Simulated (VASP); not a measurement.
Data:

```yaml
crystal:
  lattice:
    - [3.59747, 0.00000, 0.00000]
    - [-1.79874, 3.11550, 0.00000]
    - [0.00000, 0.00000, 8.73189]
  atoms:
    - { symbol: Hg, position: [0.24640, 0.24640, 0.50000] }
    - { symbol: Hg, position: [0.75360, 0.00000, 0.83333] }
    - { symbol: Hg, position: [0.00000, 0.75360, 0.16667] }
    - { symbol: O, position: [0.53404, 0.53404, 0.00000] }
    - { symbol: O, position: [0.46596, 0.00000, 0.33333] }
    - { symbol: O, position: [0.00000, 0.46596, 0.66667] }
```

All values below come from PBEsol GGA, VASP's PBE PAW potentials (set 64) (plane waves; VASP). Run with 520 eV cut-off, 8×8×3 Γ-centred mesh, tetrahedra with Blöchl corrections, potentials Hg O.

Without a dispersion term in the relaxation, distances and binding between the weakly bound layers, chains or molecules are unreliable, and so is what depends on them.

Predict the energy per atom (σ→0).

* **energy per atom (σ→0)**: -3.200 eV/atom

The structure comes from a computed database's HgO entry (P3_121); how it stands against other phases isn't given here. It was relaxed first.
